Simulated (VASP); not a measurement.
Computed with LDA (Ceperley-Alder, Perdew-Zunger), VASP's LDA PAW potentials (set 64) (plane waves; VASP).

Input for VASP

### INCAR
```
SYSTEM  =  Si
PREC  =  Accurate; ENCUT  =  400; LREAL  =  F
LASPH  =  T
EDIFF  =  1E-8; NELM  =  100; ALGO  =  Normal
ISMEAR  =  0; SIGMA  =  0.01
IBRION  =  8; NSW  =  1
LWAVE  =  F; LCHARG  =  F
LEPSILON  =  T
```

**POSCAR**
```
Si
1
    0.0000000000     2.7014653578     2.7014653578
    2.7014653578    -0.0000000000     2.7014653578
    2.7014653578     2.7014653578    -0.0000000000
Si
2
Direct
  0.0000000000   0.0000000000   0.0000000000
  0.2500000000   0.2500000000   0.2500000000
```

**KPOINTS**
```
K-points
0
G
 15 15 15
0 0 0
```

POTCAR, in this order: Si (LDA.64 set). Program: vasp_std.

The run wrote:

File OSZICAR:
```
...
RMM:   7    -0.181454596389E+02   -0.82431E-06    0.47801E-06  3468   0.252E-03
RMM:   8    -0.181454599132E+02   -0.27431E-06    0.21571E-06  3327   0.589E-04
RMM:   9    -0.181454599580E+02   -0.44841E-07    0.77332E-06  2882   0.187E-04
RMM:  10    -0.181454599669E+02   -0.88906E-08    0.58392E-06  2204   0.110E-04
RMM:  11    -0.181454599704E+02   -0.34254E-08    0.35864E-06  1663   0.103E-04
RMM:  12    -0.181454599588E+02    0.11601E-07   -0.14810E-06  1265   0.102E-04
RMM:  13    -0.181454599584E+02    0.38526E-09    0.23862E-06  1020   0.102E-04
 Linear response to external field (no local field effect), progress :
  Direction:   1
       N       E                     dE             d eps       ncg     rms          rms(c)
RMM:   1    -0.179458700843E+01   -0.17946E+01   -0.90977E+00  4095   0.502E+00
RMM:   2    -0.181245470864E+01   -0.17868E-01   -0.18966E-02  3100   0.907E-01
RMM:   3    -0.181279342753E+01   -0.33872E-03   -0.34885E-04  3094   0.992E-02
RMM:   4    -0.181279963102E+01   -0.62035E-05   -0.96883E-06  3159   0.154E-02
RMM:   5    -0.181279983011E+01   -0.19909E-06   -0.33575E-07  3201   0.229E-03
RMM:   6    -0.181279983516E+01   -0.50482E-08   -0.27776E-08  2980   0.404E-04
 Linear response to external field (no local field effect), progress :
  Direction:   2
       N       E                     dE             d eps       ncg     rms          rms(c)
RMM:   1    -0.181376813940E+01   -0.18138E+01   -0.90162E+00  4040   0.506E+00
RMM:   2    -0.185132394112E+01   -0.37556E-01   -0.19908E-02  3087   0.920E-01
RMM:   3    -0.185167910214E+01   -0.35516E-03   -0.37179E-04  3091   0.101E-01
RMM:   4    -0.185168579381E+01   -0.66917E-05   -0.10082E-05  3172   0.155E-02
RMM:   5    -0.185168600305E+01   -0.20924E-06   -0.35485E-07  3183   0.232E-03
RMM:   6    -0.185168600873E+01   -0.56812E-08   -0.28751E-08  2982   0.402E-04
 Linear response to external field (no local field effect), progress :
  Direction:   3
       N       E                     dE             d eps       ncg     rms          rms(c)
RMM:   1    -0.589114284895E+00   -0.58911E+00   -0.26727E+00  4015   0.345E+00
RMM:   2    -0.617435500431E+00   -0.28321E-01   -0.86057E-03  3068   0.699E-01
RMM:   3    -0.617596983267E+00   -0.16148E-03   -0.16279E-04  3046   0.785E-02
RMM:   4    -0.617599848527E+00   -0.28653E-05   -0.44469E-06  3161   0.117E-02
RMM:   5    -0.617599939235E+00   -0.90708E-07   -0.14914E-07  3161   0.171E-03
RMM:   6    -0.617599941380E+00   -0.21452E-08   -0.11587E-08  2944   0.294E-04
 Linear response to external field, progress :
  Direction:   1
       N       E                     dE             d eps       ncg     rms          rms(c)
RMM:   1    -0.139909041204E+01   -0.13991E+01   -0.69282E+00  9677   0.450E+00
RMM:   2    -0.142706562804E+01   -0.27975E-01   -0.15865E-02  7394   0.840E-01    0.157E+00
RMM:   3    -0.137688831418E+01    0.50177E-01   -0.34900E-02  7246   0.102E+00    0.857E-01
RMM:   4    -0.140895564418E+01   -0.32067E-01   -0.34188E-02  7301   0.105E+00    0.154E-01
RMM:   5    -0.142086443168E+01   -0.11909E-01   -0.99912E-04  7347   0.251E-01    0.245E-02
RMM:   6    -0.142142298703E+01   -0.55856E-03   -0.27226E-05  7665   0.390E-02    0.154E-02
RMM:   7    -0.142154702551E+01   -0.12404E-03   -0.13861E-06  7647   0.933E-03    0.102E-03
RMM:   8    -0.142160542882E+01   -0.58403E-04   -0.98973E-08  7950   0.167E-03    0.211E-04
RMM:   9    -0.142160136405E+01    0.40648E-05   -0.16524E-07  7865   0.484E-04    0.550E-05
RMM:  10    -0.142160335260E+01   -0.19885E-05   -0.17961E-07  6072   0.823E-05    0.767E-06
 Linear response to external field, progress :
  Direction:   2
       N       E                     dE             d eps       ncg     rms          rms(c)
RMM:   1    -0.139912295123E+01   -0.13991E+01   -0.69285E+00  9695   0.451E+00
RMM:   2    -0.142707186247E+01   -0.27949E-01   -0.15798E-02  7393   0.842E-01    0.157E+00
RMM:   3    -0.137688639134E+01    0.50185E-01   -0.34867E-02  7244   0.102E+00    0.857E-01
RMM:   4    -0.140896426205E+01   -0.32078E-01   -0.34238E-02  7298   0.105E+00    0.154E-01
RMM:   5    -0.142086004244E+01   -0.11896E-01   -0.10032E-03  7343   0.252E-01    0.244E-02
RMM:   6    -0.142142407075E+01   -0.56403E-03   -0.27752E-05  7669   0.392E-02    0.154E-02
RMM:   7    -0.142154640382E+01   -0.12233E-03   -0.14069E-06  7654   0.940E-03    0.103E-03
RMM:   8    -0.142160548498E+01   -0.59081E-04   -0.78447E-08  7975   0.169E-03    0.211E-04
RMM:   9    -0.142160138254E+01    0.41024E-05    0.59431E-08  7868   0.488E-04    0.551E-05
RMM:  10    -0.142160339411E+01   -0.20116E-05    0.31111E-07  6131   0.831E-05    0.763E-06
 Linear response to external field, progress :
  Direction:   3
       N       E                     dE             d eps       ncg     rms          rms(c)
RMM:   1    -0.139925611028E+01   -0.13993E+01   -0.69299E+00  9694   0.451E+00
RMM:   2    -0.142707309442E+01   -0.27817E-01   -0.15781E-02  7393   0.842E-01    0.157E+00
RMM:   3    -0.137688614601E+01    0.50187E-01   -0.34859E-02  7243   0.102E+00    0.857E-01
RMM:   4    -0.140896560669E+01   -0.32079E-01   -0.34243E-02  7298   0.105E+00    0.154E-01
RMM:   5    -0.142085949099E+01   -0.11894E-01   -0.10037E-03  7342   0.252E-01    0.244E-02
RMM:   6    -0.142142418844E+01   -0.56470E-03   -0.27828E-05  7663   0.392E-02    0.154E-02
RMM:   7    -0.142154629595E+01   -0.12211E-03   -0.14103E-06  7654   0.940E-03    0.103E-03
RMM:   8    -0.142160546205E+01   -0.59166E-04   -0.84037E-08  7973   0.169E-03    0.211E-04
RMM:   9    -0.142160135585E+01    0.41062E-05    0.21477E-08  7885   0.488E-04    0.552E-05
RMM:  10    -0.142160337311E+01   -0.20173E-05   -0.17226E-07  6137   0.836E-05    0.760E-06
 Linear response DOF=           1
 Linear response progress:
  Degree of freedom:   1/  1
       N       E                     dE             d eps       ncg     rms          rms(c)
RMM:   1    -0.197634122443E-01   -0.19763E-01    0.99856E-03 18717   0.109E+00
RMM:   2    -0.176130106687E-01    0.21504E-02   -0.10128E-03 12969   0.218E-01    0.971E-02
RMM:   3    -0.175913598657E-01    0.21651E-04   -0.96098E-05 13321   0.457E-02    0.561E-02
RMM:   4    -0.177387000610E-01   -0.14734E-03   -0.56556E-05 12988   0.428E-02    0.611E-03
RMM:   5    -0.177096704733E-01    0.29030E-04    0.18468E-06 13629   0.100E-02    0.182E-03
RMM:   6    -0.177106600044E-01   -0.98953E-06    0.11006E-06 13721   0.146E-03    0.126E-03
RMM:   7    -0.177105298001E-01    0.13020E-06    0.41277E-07 13880   0.448E-04    0.661E-05
RMM:   8    -0.177107915483E-01   -0.26175E-06    0.65489E-08 14361   0.848E-05    0.289E-05
RMM:   9    -0.177107692929E-01    0.22255E-07    0.21179E-08 14338   0.265E-05    0.523E-06
RMM:  10    -0.177107953570E-01   -0.26064E-07    0.13157E-08 14609   0.108E-05    0.264E-06
RMM:  11    -0.177107839688E-01    0.11388E-07    0.16476E-08 12891   0.589E-06    0.316E-07
RMM:  12    -0.177107857441E-01   -0.17753E-08    0.51139E-09  7717   0.400E-06    0.142E-07
 Linear response finished
```

File OUTCAR:
```
------------------------ aborting loop because EDIFF is reached ----------------------------------------

 HEAD OF MICROSCOPIC STATIC DIELECTRIC TENSOR (INDEPENDENT PARTICLE, excluding Hartree and local field effects)
 ------------------------------------------------------
          14.100925     0.000000     0.000000
           0.000000    14.100925     0.000000
           0.000000    -0.000000    14.100925
 ------------------------------------------------------

 MACROSCOPIC STATIC DIELECTRIC TENSOR (including local field effects in DFT)
 ------------------------------------------------------
          13.307287    -0.000000     0.000000
          -0.000000    13.307287     0.000000
           0.000000     0.000000    13.307287
 ------------------------------------------------------

 PIEZOELECTRIC TENSOR (including local field effects)  for field in x, y, z        (e  Angst)
          XX          YY          ZZ          XY          YZ          ZX
  --------------------------------------------------------------------------------
  x    -0.00000    -0.00000     0.00000     0.00000    -0.00000     0.00000
  y    -0.00000     0.00000     0.00000     0.00000    -0.00000     0.00000
  z     0.00000     0.00000    -0.00000     0.00000     0.00000     0.00000

 PIEZOELECTRIC TENSOR (including local field effects)  for field in x, y, z        (C/m^2)
          XX          YY          ZZ          XY          YZ          ZX
  --------------------------------------------------------------------------------
  x    -0.00000    -0.00000     0.00000     0.00000    -0.00000     0.00000
  y    -0.00000     0.00000     0.00000     0.00000    -0.00000     0.00000
  z     0.00000     0.00000    -0.00000     0.00000     0.00000     0.00000

 BORN EFFECTIVE CHARGES (including local field effects) (in |e|, cummulative output)
 ---------------------------------------------------------------------------------
 ion    1
    1    -0.00000    -0.00000     0.00000
    2     0.00000    -0.00000    -0.00000
    3    -0.00000    -0.00000    -0.00000
 ion    2
    1     0.00000     0.00000    -0.00000
    2     0.00000     0.00000     0.00000
    3     0.00000     0.00000     0.00000

   1 f  =   15.372354 THz    96.587347 2PiTHz  512.766524 cm-1    63.574918 meV
             X         Y         Z           dx          dy          dz
      0.000000  0.000000  0.000000     0.000000   -0.707107    0.000000
      1.350733  1.350733  1.350733     0.000000    0.707107    0.000000

   2 f  =   15.372354 THz    96.587347 2PiTHz  512.766524 cm-1    63.574918 meV
             X         Y         Z           dx          dy          dz
      0.000000  0.000000  0.000000    -0.707107    0.000000    0.000000
      1.350733  1.350733  1.350733     0.707107    0.000000    0.000000

   3 f  =   15.372354 THz    96.587347 2PiTHz  512.766524 cm-1    63.574918 meV
             X         Y         Z           dx          dy          dz
      0.000000  0.000000  0.000000     0.000000    0.000000   -0.707107
      1.350733  1.350733  1.350733     0.000000    0.000000    0.707107

   4 f  =    0.000000 THz     0.000000 2PiTHz    0.000000 cm-1     0.000000 meV
             X         Y         Z           dx          dy          dz
      0.000000  0.000000  0.000000     0.707107    0.000000    0.000000
      1.350733  1.350733  1.350733     0.707107    0.000000    0.000000

   5 f  =    0.000000 THz     0.000000 2PiTHz    0.000000 cm-1     0.000000 meV
             X         Y         Z           dx          dy          dz
      0.000000  0.000000  0.000000     0.000000    0.707107    0.000000
      1.350733  1.350733  1.350733     0.000000    0.707107    0.000000

   6 f  =    0.000000 THz     0.000000 2PiTHz    0.000000 cm-1     0.000000 meV
             X         Y         Z           dx          dy          dz
      0.000000  0.000000  0.000000     0.000000    0.000000    0.707107
      1.350733  1.350733  1.350733     0.000000    0.000000    0.707107

 MACROSCOPIC STATIC DIELECTRIC TENSOR IONIC CONTRIBUTION
 ------------------------------------------------------
           0.000000     0.000000    -0.000000
           0.000000     0.000000     0.000000
          -0.000000     0.000000     0.000000
 ------------------------------------------------------

 ELASTIC MODULI CONTR FROM IONIC RELAXATION (kBar)
 Direction    XX          YY          ZZ          XY          YZ          ZX
 --------------------------------------------------------------------------------
 XX          -0.0000      0.0000      0.0000      0.0000      0.0000      0.0000
 YY           0.0000     -0.0000      0.0000      0.0000      0.0000      0.0000
 ZZ           0.0000      0.0000     -0.0000      0.0000      0.0000      0.0000
 XY           0.0000      0.0000      0.0000   -280.4959      0.0000      0.0000
 YZ           0.0000      0.0000      0.0000      0.0000   -280.4959      0.0000
 ZX           0.0000      0.0000      0.0000      0.0000      0.0000   -280.4959
 --------------------------------------------------------------------------------

 PIEZOELECTRIC TENSOR IONIC CONTR  for field in x, y, z        (C/m^2)
          XX          YY          ZZ          XY          YZ          ZX
  --------------------------------------------------------------------------------
  x     0.00000     0.00000    -0.00000     0.00000    -0.00000    -0.00000
  y     0.00000     0.00000     0.00000    -0.00000     0.00000    -0.00000
  z     0.00000     0.00000     0.00000    -0.00000    -0.00000    -0.00000
```
(Selected blocks of OUTCAR.)

The compound is Si in the diamond structure. It was relaxed first.
